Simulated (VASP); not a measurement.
These are PW91 GGA, VASP's PBE PAW potentials (set 64) (plane waves; VASP) values and carry that method's errors.

The input files of a VASP run:

### INCAR
```
ALGO = Normal
EDIFF = 1E-7
ENCUT = 520
GGA = 91
ISIF = 2
ISMEAR = 1
LASPH = .TRUE.
LCHARG = .FALSE.
LMAXMIX = 4
LREAL = .FALSE.
LWAVE = .FALSE.
NELM = 100
PREC = Accurate
SIGMA = 0.1
SYSTEM = NiSi2
```

File POSCAR:
```
NiSi2
3.9004250
  0.0000000000   0.7071068438   0.7071068438
  0.7071068438   0.0000000000   0.7071068438
  0.7071068438   0.7071068438   0.0000000000
Si Ni
2 1
direct
  0.2500000000   0.2500000000   0.2500000000
  0.7500000000   0.7500000000   0.7500000000
  0.0000000000   0.0000000000   0.0000000000
```

KPOINTS:
```
Automatic mesh
0
Gamma
10 10 10
0 0 0
```

POTCAR, in this order: Si Ni (PBE.64 set). Program: vasp_std.

The run wrote:

**OSZICAR**
```
       N       E                     dE             d eps       ncg     rms          rms(c)
DAV:   1     0.708933879793E+02    0.70893E+02   -0.78894E+03  1230   0.138E+03
DAV:   2    -0.148947499578E+02   -0.85788E+02   -0.80799E+02  1252   0.247E+02
DAV:   3    -0.190284377842E+02   -0.41337E+01   -0.40316E+01  1608   0.607E+01
DAV:   4    -0.191164869038E+02   -0.88049E-01   -0.87690E-01  1413   0.842E+00
DAV:   5    -0.191189095445E+02   -0.24226E-02   -0.24221E-02  1668   0.148E+00    0.155E+01
DAV:   6    -0.241297104441E+02   -0.50108E+01   -0.52613E+01  1328   0.179E+02    0.252E+01
DAV:   7    -0.173975811646E+02    0.67321E+01   -0.15466E+01  1457   0.112E+02    0.407E+00
DAV:   8    -0.172972402789E+02    0.10034E+00   -0.23043E+00  1771   0.263E+01    0.252E+00
DAV:   9    -0.172583447291E+02    0.38896E-01   -0.30697E-01  1505   0.112E+01    0.697E-01
DAV:  10    -0.172550441772E+02    0.33006E-02   -0.14625E-02  1583   0.277E+00    0.270E-01
DAV:  11    -0.172551194529E+02   -0.75276E-04   -0.12798E-03  1473   0.283E-01    0.605E-02
DAV:  12    -0.172551476919E+02   -0.28239E-04   -0.48395E-05  1485   0.614E-02    0.233E-02
DAV:  13    -0.172551446274E+02    0.30645E-05   -0.18452E-05  1633   0.955E-02    0.632E-03
DAV:  14    -0.172551447158E+02   -0.88358E-07   -0.25747E-06  1726   0.159E-02    0.486E-03
DAV:  15    -0.172551446815E+02    0.34226E-07   -0.68123E-07  1618   0.191E-02
   1 F= -.17255145E+02 E0= -.17254779E+02  d E =-.109830E-02
```

**OUTCAR**
```
------------------------ aborting loop because EDIFF is reached ----------------------------------------
  FORCE on cell =-STRESS in cart. coord.  units (eV):
  Direction    XX          YY          ZZ          XY          YZ          ZX
  --------------------------------------------------------------------------------------
  Total       -1.1735900     -1.1735900     -1.1735900     -0.0000000      0.0000000     -0.0000000
  in kB      -44.8132111    -44.8132111    -44.8132111     -0.0000000      0.0000000     -0.0000000
  external PRESSURE =     -44.8132111 kB  Pullay stress =       0.0000000 kB
  volume of cell :       41.96
      direct lattice vectors                 reciprocal lattice vectors
     0.000000000  2.758017211  2.758017211    -0.181289659  0.181289659  0.181289659
     2.758017211  0.000000000  2.758017211     0.181289659 -0.181289659  0.181289659
     2.758017211  2.758017211  0.000000000     0.181289659  0.181289659 -0.181289659
 POSITION                                       TOTAL-FORCE (eV/Angst)
 -----------------------------------------------------------------------------------
      1.37901      1.37901      1.37901         0.000000      0.000000      0.000000
      4.13703      4.13703      4.13703        -0.000000     -0.000000     -0.000000
      0.00000      0.00000      0.00000         0.000000     -0.000000      0.000000
 -----------------------------------------------------------------------------------
    total drift:                                0.000000     -0.000000     -0.000000
  FREE ENERGIE OF THE ION-ELECTRON SYSTEM (eV)
  ---------------------------------------------------
  free  energy   TOTEN  =       -17.2551446815 eV

  energy  without entropy=      -17.2540463820  energy(sigma->0) =      -17.25477858
```
(Selected blocks of OUTCAR.)

The compound is NiSi2 in the fluorite structure. This cell is one point of a volume scan, at 1.03 of the reference volume. The run is not spin-polarised, so no magnetic state was tried.
